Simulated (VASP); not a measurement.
Consider the following.

```xyz
2
Lattice="0.0000 2.6542 2.6542 2.6542 0.0000 2.6542 2.6542 2.6542 0.0000" Properties=species:S:1:pos:R:3 pbc="T T T"
Cd     0.0000     0.0000     0.0000
Se     2.6542     2.6542     2.6542
```

Computed with PBEsol GGA, VASP's PBE PAW potentials (set 64) (plane waves; VASP 6.6.1). Settings: 500 eV cut-off, 12×12×12 Γ-centred mesh, first-order Methfessel-Paxton smearing of 0.10 eV, potentials Cd Se.

### Question
What does the run give for the energy per atom (σ→0), pressure, band gap (on the k-mesh) with the smallest direct gap where there is one?

### Answer

| Property | Result |
|---|---|
| band gap (on the k-mesh) | none (metal, semimetal or under 0.01 eV) |
| energy per atom (σ→0) | -2.801 eV/atom |
| pressure | 19.98 GPa |

Only differences to runs with the same potentials and settings are physical.

The structure was generated: CdSe was put into the rock salt type (Fm-3m), which need not be its known phase. It was relaxed first under an external pressure of 20 GPa.
